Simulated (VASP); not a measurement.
Here is the system:

```
CELL_PARAMETERS angstrom
      0.00000     2.48195     2.48195
      2.48195     0.00000     2.48195
      2.48195     2.48195     0.00000
ATOMIC_POSITIONS crystal
  Zr 0.00000 0.00000 0.00000
  O  0.25000 0.25000 0.25000
  O  0.75000 0.75000 0.75000
```

The numbers are results of PBEsol GGA, VASP's PBE PAW potentials (set 64) (plane waves; VASP 6.6.1), not measurements. Settings: 520 eV cut-off, 8×8×8 Γ-centred mesh, Gaussian smearing of 0.050 eV, potentials Zr_sv O.

Problem. Give the stress tensor in GPa (positive for a compressed cell).

Solution. 
```
17.90   0.00   0.00
 0.00  17.90   0.00
 0.00   0.00  17.90
```
The pressure is its mean diagonal, 17.90 GPa.

The compound is ZrO2 in the fluorite structure, the high-temperature cubic form, which is unstable at 0 K; the monoclinic form is the stable one. This cell is one point of a volume scan, at 0.94 of the reference volume.
